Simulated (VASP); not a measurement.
Consider the following.

```yaml
crystal:
  lattice:
    - [0.00000, 3.06573, 3.06573]
    - [3.06573, 0.00000, 3.06573]
    - [3.06573, 3.06573, 0.00000]
  atoms:
    - { symbol: Pb, position: [0.00000, 0.00000, 0.00000] }
    - { symbol: Se, position: [0.50000, 0.50000, 0.50000] }
```

Level of theory: PBE GGA with D3 dispersion (Becke-Johnson damping), VASP's PBE PAW potentials (set 64) (plane waves; VASP). Settings: 520 eV cut-off, Gaussian smearing of 0.050 eV, potentials Pb_d Se.

Unless said otherwise, spin-orbit coupling is left out, though it shifts the bands of the heavy elements here.

Problem. Give the energies of bands 7 to 13 at the high-symmetry points, in eV from the valence-band maximum.

Solution. 
```tsv
band	Γ	X	U	L	W
7	-6.31	-7.37	-8.02	-8.77	-8.00
8	-1.85	-4.94	-4.53	-1.45	-4.19
9	-1.85	-3.20	-2.70	-1.45	-4.19
10	-1.85	-3.20	-2.37	0.00	-0.78
11	4.70	3.72	3.39	0.31	1.90
12	4.70	5.60	4.01	1.71	4.95
13	4.70	5.60	5.43	1.71	4.95
```

The gap is direct, 0.31 eV, from the valence maximum at L to the conduction minimum at L.

The compound is PbSe in the rock salt structure. It was relaxed first.
